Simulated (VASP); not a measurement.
BN: single point with PBE

Crystal: BN.

```
B N
1.0
     0.00000    1.77571    1.77571
     1.77571    0.00000    1.77571
     1.77571    1.77571    0.00000
B N
1 1
Direct
  0.00000 0.00000 0.00000
  0.25000 0.25000 0.25000
```

The cell isn't the ideal one: a relaxed cell with its volume scaled by 0.94.

```yaml
Program: VASP 6.6.1
Task: single point
Functional: PBE
Potentials_or_basis: VASP PAW PBE potentials, release 64 (B, N)
Cutoff: 520 eV
k_mesh: 14 × 14 × 14
Occupations: gaussian, width 0.02 eV
Spin: no spin polarisation
```

- Pressure: 26.2 GPa
- Band gap on the k mesh: 4.50 eV, indirect (least direct gap 9.09 eV)

Levels at points of the mesh, in eV from the valence-band top:
```csv
k point,band 1,band 2,band 3,band 4,band 5,band 6,band 7,band 8
"(0.00, 0.00, 0.00)",-20.85,0.00,0.00,0.00,9.09,9.09,9.09,11.21
"(0.50, 0.00, 0.00)",-16.37,-11.19,-2.04,-2.04,10.85,11.01,11.01,15.79
"(0.50, 0.50, 0.00)",-14.93,-9.27,-5.17,-5.17,4.50,9.52,18.76,18.76
```

Run time: 6.8 s on 1 thread of AMD EPYC 7R13 Processor (Zen 3), with other jobs on the host, peak memory 0.09 GiB.

Caveat: so large a pressure means that the cell lies far from this level's equilibrium, or that cutoff or potentials fall short. A k mesh can miss the band edges.
